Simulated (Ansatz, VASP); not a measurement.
# Ag (Silver): VASP beside Ansatz

Aim: how closely do two programs agree when they are given the same cell, functional and k mesh? The cell is taken from a series of VASP runs on this material, whose earlier steps may have relaxed, scaled or displaced it; both programs get it as it stands.

Calculated with Ansatz 0.2.0; plane waves, with VASP 6.6.1 beside it; single point at LDA.

## 1. Set-up

Symmetry: Fm-3m, No. 225, cubic system. The conventional cell has a = 4.002 Å, b = 4.002 Å, c = 4.002 Å, α = 90.00°, β = 90.00°, γ = 90.00°. Ag has 12 Ag at 2.83 Å nearest.

## 2. Ansatz: single point, LDA

Ansatz runs on its default PAW (the set named soft_2) files.

A single point gives forces, pressure and levels at one fixed geometry, so differences don't come from the geometry; what else differs is listed under the comparison.

input.yaml

```yaml
crystal:
  lattice:
    - [0.0, 2.0009944308, 2.0009944308]
    - [2.0009944308, 0.0, 2.0009944308]
    - [2.0009944308, 2.0009944308, 0.0]
  atoms:
    - { symbol: Ag, position: [0.0, 0.0, 0.0] }
hamiltonian:
  xc: lda
  pseudopotentials: { kind: paw }
kpoints:
  mp_grid: { grid: [10, 10, 10] }
scf:
  occupations: { method: methfessel_paxton, width: 0.2 }
  n_extra_bands: 4
output:
  forces: true
  stress: true
  eigenvalues: true
```

The run is started by

```bash
ansatz run input.yaml --threads 2 --pin off --max-ram 4608MiB --backend cpu --events-out ev --progress --plain --runs-dir out
```

Numbers of over 12 decimals in the logs are rounded to 6 here.

The program printed:

```text
scf.n_extra_bands = 4 over 10 filled bands (N_el = 19.0): the run solves 14 bands
Engine: ansatz 0.2.0, aarch64-unknown-linux-gnu
Pseudopotentials: kind: paw
Pseudopotential: Ag, paw, valence charge 19, recommended cutoff 420 eV (normal), Ag.paw.azcp
Functional definition: SPW92
  exchange = slater_x
  correlation = pw_c
Crystal: 1 atoms, lattice volume = 16.024 Å³
Basis set: ecut = 420 eV, 331 PW (Γ)
Bands: 14, of which v1, the nominal top of the filled ones, is band 10 counted from 1 (9 counted from 0)
Symmetry: 48 space group operations
Space group: Fm-3m (ITA 225), of the structure as read, at distance tolerance 2.5e-5 Å
k-points: 47 of 1000
Non-local potential: Ag, projectors of the file, l = 0: 3, l = 1: 2, l = 2: 2, l = 3: 1
PAW form: soft (Blöchl's): semilocal exchange-correlation on the pseudo side does not see the compensation charge
PAW frozen core: Ag, regenerated for the run's functional, and the local potential with it (the file was generated under x = pbe(κ = 0.804, μ = 0.219515), c = pbe(β = 0.066725))
PAW one-centre angular grid: Ag, 590 points (default); XC on 64 Gauss nodes
Initial density: superposition of atomic densities (neutral atoms: chi_scale 0, normalization atom), corrected by the library's trained network
Initial wavefunctions: pseudopotential atomic-orbital guess
Functional: x = slater, c = lda
SCF iter   1: F=—  HF=-7458.143606 eV  |F-HF|=—  |Δ(HF+E_count)|=         —  Δρ=1.34e-2  dr2=2.35e-2  ethr=1.77e-3  ⟨swp⟩=4.4  Hψ=3142  notcnv=0
preconditioner: auto → none  [insulator: Δε(μ)=0.241 eV  Ē_g=16.692 eV  σ=0.200 eV  W_gap=0.77  n_scr=8 (ndim 8)  ℏωp=30.8 eV  f_vac=0.000  D(μ)=0.35/eV (n_scr^D=0)  ε∞_Penn≈4.4]
SCF iter   2: F=—  HF=-7458.136896 eV  |F-HF|=—  |Δ(HF+E_count)|=   6.71e-3  S|Δr|=    0.00e0  Δρ=6.40e-3  dr2=3.83e-3  ethr=1.24e-4  ⟨swp⟩=2.7  Hψ=1413  notcnv=0
SCF iter   3: F=—  HF=-7458.135697 eV  |F-HF|=—  |Δ(HF+E_count)|=   1.20e-3  S|Δr|=    0.00e0  Δρ=2.04e-3  dr2=1.32e-4  ethr=2.02e-5  ⟨swp⟩=2.1  Hψ=924  notcnv=0
SCF iter   4: F=—  HF=-7458.135651 eV  |F-HF|=—  |Δ(HF+E_count)|=   4.66e-5  S|Δr|=    0.00e0  Δρ=1.65e-4  dr2=3.80e-6  ethr=6.97e-7  ⟨swp⟩=2.0  Hψ=743  notcnv=0
SCF iter   5: F=—  HF=-7458.135657 eV  |F-HF|=—  |Δ(HF+E_count)|=   5.70e-6  S|Δr|=    0.00e0  Δρ=1.29e-5  dr2=1.18e-8  ethr=5.26e-10  ⟨swp⟩=4.6  Hψ=3223  notcnv=0
SCF iter   6: F=-7458.135657 eV  HF=-7458.135657 eV  |F-HF|=1.06e-10  |Δ(HF+E_count)|=   1.42e-9  S|Δr|=    0.00e0  Δρ=1.40e-6  dr2=1.75e-10  ethr=6.22e-11  ⟨swp⟩=1.3  Hψ=1800  notcnv=0
SCF 1 converged in 6 iterations: F = -7458.135657 eV  dr2 = 1.75e-10
  greatest PAW one-centre occupation: 1.002 electrons in one spin orbital (limit 2), on the Ag atom at site 0 (counted from 0), in its partial waves of l = 0
SCF converged after 6 iterations
Stability not checked: this state was not tested for a lower state beside it, because cold or Methfessel-Paxton smearing, or corrected tetrahedra, fill the levels in a way that the test cannot read (fill_not_monotonic; see scf.lower_state_search)
Free energy (F): -7458.135657 eV
Harris-Foulkes:  -7458.135657 eV  (|F-HF|=1.06e-10)
Internal energy: -7458.136817 eV  (E = F + TS)
E sigma→0 (E₀):  -7458.135947 eV
Entropy (-TS):   0.001161 eV (1.161 meV/atom)
Fermi energy:    18.344840 eV
--- Per-component energies (eV) ---
  E_band       = -215.933157
  E_kinetic    = 528.379732
  E_local      = -2100.475114  (includes V_loc(G=0)·N_el)
  E_nonlocal   = 86.215793
  E_hartree    = 959.105555
  E_xc         = -184.324063
  E_vxc        = -235.446818  (∫ρ·V_xc dr)
  E_paw        = -3770.074297  (= ΣΔE_a)
  E_vpaw       = -412.818853  (= ΣTr[D̂ρ^β])
  E_aug_tail   = 0.000244  (compensation charges beyond the density's cutoff)
  E_ewald      = -2977.689475
  E_core_change = 0.724807  (= ΣΔE_core)
  E_smearing   = 0.001161  (= −TS)
  E_closure    = -0.000000  (closes the sum)
  Σ components = -7458.135657   (vs F -7458.135657, Δ=0.00e0)
--- Forces (eV/Å), atoms counted from 1 ---
  atom   1  Ag     0.00000000     0.00000000    -0.00000000
  max |Σ_I F_I| component: 3.90e-32 eV/Å
--- Stress (GPa, compression-positive) ---
        0.222218      -0.000000       0.000000
        0.000000       0.222218      -0.000000
        0.000000       0.000000       0.222218
  P = ⅓ Tr σ = 0.2222 GPa (2.222 kbar)
--- Band table (eV; the first three rows and the last of 47) ---
  k-point 0: bands = [... 6 lower, 13.4245, 13.4245, 14.6048, 14.6048, 34.4066, 38.2679, 38.2679, 38.2679]
  k-point 1: bands = [... 6 lower, 13.5155, 13.5155, 14.5724, 14.5724, 34.4409, 36.2857, 38.4702, 38.4702]
  k-point 2: bands = [... 6 lower, 13.6539, 13.6539, 14.6101, 14.6101, 31.9070, 35.3437, 38.7865, 38.7865]
  k-point 46: bands = [... 6 lower, 13.6648, 14.7102, 15.7391, 23.2974, 25.6608, 25.8527, 27.1688, 39.9391]
```

Run time: 0.92 s. Hardware: 2 threads of Arm Neoverse N1, shared host; peak memory 0.3 GiB; 1.4 s of CPU time.

The run ends at a pressure of 0.22 GPa.

## 3. VASP: single point, LDA

The same cell, functional (in two slightly different forms), mesh and smearing now go to VASP, with its own data sets and cutoff.

Lines of VASP's logs that name or quote its potential files are left out, and so is its time.

INCAR

```
SYSTEM = Ag
PREC = Accurate
ENCUT = 400
EDIFF = 1E-06
NELM = 100
ISMEAR = 1
SIGMA = 0.2
LREAL = .FALSE.
ALGO = Normal
GGA = CA
NBANDS = 11
LORBIT = 11
LWAVE = .FALSE.
LCHARG = .TRUE.
ISIF = 2
LELF = .TRUE.
LVHAR = .TRUE.
```

POSCAR

```
Ag
1.0
    0.0000000000      2.0009944308      2.0009944308
    2.0009944308      0.0000000000      2.0009944308
    2.0009944308      2.0009944308      0.0000000000
Ag
1
Direct
    0.0000000000      0.0000000000      0.0000000000
```

KPOINTS

```
Automatic mesh
0
Gamma
10 10 10
0 0 0
```

PAW data sets: Ag (LDA family, release 64).

The run is started by

```bash
mpirun -np 2 vasp_std
```

The program printed:

```text
[banner, memory and clock lines left out]
running    2 mpi-ranks, on    1 nodes
 distrk:  each k-point on    2 cores,    1 groups
 distr:  one band on    1 cores,    2 groups

 POSCAR found type information on POSCAR Ag
 POSCAR found :  1 types and       1 ions
 LDA part: xc-table for (Slater(with rela. corr.)+CA(PZ))
 , standard interpolation
|                                                                             |
|           W    W    AA    RRRRR   N    N  II  N    N   GGGG   !!!           |
|           W    W   A  A   R    R  NN   N  II  NN   N  G    G  !!!           |
|           W    W  A    A  R    R  N N  N  II  N N  N  G       !!!           |
|           W WW W  AAAAAA  RRRRR   N  N N  II  N  N N  G  GGG   !            |
|           WW  WW  A    A  R   R   N   NN  II  N   NN  G    G                |
|           W    W  A    A  R    R  N    N  II  N    N   GGGG   !!!           |
|                                                                             |
|     The number of bands has been changed from the values supplied in        |
|     The orbitals not found in the WAVECAR file will be initialized with     |
|     random numbers, which is usually adequate. For correlated               |
|     calculations, however, you should redo the groundstate calculation.     |
|     I found NBANDS = 11. Now, NBANDS = 12.                                  |
|                                                                             |

 POSCAR, INCAR and KPOINTS ok, starting setup
 FFT: planning ... GRIDC
 FFT: planning ... GRID_SOFT
 FFT: planning ... GRID
 WAVECAR not read
 entering main loop
       N       E                     dE             d eps       ncg     rms          rms(c)
DAV:   1     0.393074781813E+02    0.39307E+02   -0.47165E+03  1228   0.666E+02
DAV:   2    -0.356000763810E+01   -0.42867E+02   -0.40711E+02  1332   0.169E+02
DAV:   3    -0.409392206741E+01   -0.53391E+00   -0.53344E+00  1336   0.197E+01
DAV:   4    -0.409552461182E+01   -0.16025E-02   -0.16025E-02  1284   0.111E+00
DAV:   5    -0.409553646498E+01   -0.11853E-04   -0.11854E-04  1340   0.859E-02    0.650E+00
DAV:   6    -0.378307679147E+01    0.31246E+00   -0.12144E+00  1216   0.980E+00    0.399E+00
DAV:   7    -0.377011171437E+01    0.12965E-01   -0.94625E-03  1292   0.869E-01    0.218E+00
DAV:   8    -0.376497259038E+01    0.51391E-02   -0.94395E-04  1284   0.239E-01    0.885E-02
DAV:   9    -0.376498621611E+01   -0.13626E-04   -0.79431E-06  1332   0.190E-02    0.182E-02
DAV:  10    -0.376498517365E+01    0.10425E-05   -0.19869E-06  1308   0.999E-03    0.328E-03
DAV:  11    -0.376498515628E+01    0.17364E-07   -0.40185E-08   696   0.160E-03
   1 F= -.37649852E+01 E0= -.37653758E+01  d E =0.117183E-02
```

From OUTCAR (step 3):

```text
ion  position               nearest neighbor table
   1  0.000  0.000  0.000-

  LATTYP: Found a face centered cubic cell.
 ALAT       =     4.0019888616

 Subroutine GETGRP returns: Found 48 space group operations
 (whereof 48 operations were pure point group operations)

The static configuration has the point symmetry O_h .

 Found     47 irreducible k-points:

   k-points           NKPTS =     47   k-points in BZ     NKDIM =     47   number of bands    NBANDS=     12

   dimension x,y,z NGX =    18 NGY =   18 NGZ =   18
   dimension x,y,z NGXF=    36 NGYF=   36 NGZF=   36

   ENCUT  =  400.0 eV  29.40 Ry    5.42 a.u.   4.61  4.61  4.61*2*pi/ulx,y,z

   NELECT =      11.0000    total number of electrons

 k-points in reciprocal lattice and weights: Automatic mesh
   0.00000000  0.00000000  0.00000000       0.001
   0.10000000  0.00000000  0.00000000       0.008
   0.20000000  0.00000000  0.00000000       0.008
   0.30000000  0.00000000  0.00000000       0.008
   0.40000000  0.00000000  0.00000000       0.008
   0.50000000  0.00000000  0.00000000       0.004
   0.10000000  0.10000000  0.00000000       0.006
   0.20000000  0.10000000  0.00000000       0.024
   0.30000000  0.10000000  0.00000000       0.024
[...]
-0.30000000  0.40000000  0.20000000       0.024
  -0.30000000  0.50000000  0.20000000       0.012

 average (electrostatic) potential at core
       1 -70.4221

 E-fermi :   8.9955

 k-point     1 :       0.0000    0.0000    0.0000
  band No.  band energies     occupation
    ...
      2       4.0467      2.00000
      3       4.0467      2.00000
      4       4.0467      2.00000
      5       5.2236      2.00000
      6       5.2236      2.00000
      7      25.1868      0.00000
      8      29.0647      0.00000
      9      29.0647      0.00000
     10      29.0647      0.00000
     11      34.2418      0.00000
    ...

 k-point     2 :       0.1000    0.0000    0.0000
  band No.  band energies     occupation
    ...
      2       3.9711      2.00000
      3       4.1372      2.00000
      4       4.1372      2.00000
      5       5.1911      2.00000
      6       5.1911      2.00000
      7      25.2083      0.00000
      8      27.0316      0.00000
      9      29.2550      0.00000
     10      29.2550      0.00000
     11      33.7339      0.00000
    ...

 k-point     3 :       0.2000    0.0000    0.0000
  band No.  band energies     occupation
    ...
      2       3.9605      2.00000
      3       4.2751      2.00000
      4       4.2751      2.00000
      5       5.2285      2.00000
      6       5.2285      2.00000
      7      22.5923      0.00000
      8      26.1211      0.00000
      9      29.5326      0.00000
     10      29.5326      0.00000
     11      32.4157      0.00000
    ...

  Total       -0.0004018     -0.0004018     -0.0004018      0.0000000     -0.0000000     -0.0000000
  in kB       -0.0401758     -0.0401758     -0.0401758      0.0000000     -0.0000000     -0.0000000
  external PRESSURE =      -0.0401758 kB  Pullay stress =       0.0000000 kB

  energy-cutoff  :      400.00
  volume of cell :       16.02
      direct lattice vectors                 reciprocal lattice vectors
     0.000000000  2.000994431  2.000994431    -0.249875758  0.249875758  0.249875758
     2.000994431  0.000000000  2.000994431     0.249875758 -0.249875758  0.249875758
     2.000994431  2.000994431  0.000000000     0.249875758  0.249875758 -0.249875758

 POSITION                                       TOTAL-FORCE (eV/Angst)
 -----------------------------------------------------------------------------------
      0.00000      0.00000      0.00000         0.000000      0.000000      0.000000
 -----------------------------------------------------------------------------------
    total drift:                                0.000000     -0.000000     -0.000000

  FREE ENERGIE OF THE ION-ELECTRON SYSTEM (eV)
  ---------------------------------------------------
  free  energy   TOTEN  =        -3.7649851563 eV

  energy  without entropy=       -3.7661569903  energy(sigma->0) =       -3.76537577

 total charge
# of ion       s       p       d       tot
------------------------------------------
    1        0.446   0.345   9.151   9.942

[... 3 further parts left out ...]
```

The run ends at a pressure of 0.00 GPa.

## 4. Comparison

Known differences besides the potentials themselves: the two LDA forms differ slightly; the data sets hold 19 valence electrons in Ansatz (default PAW (the set named soft_2) files) and 11 in VASP; the cutoff is 420 eV in Ansatz and 400 eV in VASP; VASP's log shows a relativistic correction to its local exchange, Ansatz's none. Total energies have different zeros and are not compared.

Compared:

```csv
quantity,Ansatz,VASP,difference
pressure (GPa),0.22,0.00,+0.23
```

## 5. What came out

```
difference in pressure (single point, LDA) : 0.23 GPa
```

**Reading.** The difference in pressure is 0.23 GPa (single point, LDA), within the 1 GPa picked in this series as the mark of a large difference. Such differences can come from data sets, numerical settings and the points named under the comparisons, not from the functional's error against experiment.

[Lines on the potential files, build, host, timing and source positions are cut from VASP's logs without a mark.]

[Logs are printed without paths, hosts, clocks, repeated set-up lines and the standing remarks that a program may print on its own settings, such as how far it seeks lower states.]

[Hosts, paths, dates, database ids (printed as entryN), source tags and the programs' standing remarks are cut or masked in the printed files.]
